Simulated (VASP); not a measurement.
Runs of VASP 6.6.1 on KBr. Symmetry: Fm-3m, No. 225, cubic system. The conventional cell has a = 6.481 Å, b = 6.481 Å, c = 6.481 Å, α = 90.00°, β = 90.00°, γ = 90.00°. K (site symmetry m-3m) is surrounded by 6 Br at 3.24 Å. Around Br (site symmetry m-3m) lie 6 K at 3.24 Å. 

```csv
cell,gap on the mesh (eV),pressure (GPa)
"Fm-3m, 34.02 Å³/atom",(a),(b)
"Fm-3m, 37.85 Å³/atom",4.30,0.0
"Fm-3m, 35.94 Å³/atom",4.43,0.8
"Fm-3m, 38.81 Å³/atom",4.24,-0.3
```

Alike in all rows: task single point; level PBE; potentials or basis VASP PAW PBE potentials, release 64 (K_sv, Br); no spin polarisation; k mesh 5 × 5 × 5; cutoff (eV) 520; smearing gaussian 0.01 eV.

Question: Fill in the values left out.

Answer: (a) 4.59; (b) 1.8.

A k mesh can miss the band edges, and the runs leave out spin-orbit coupling on Br.
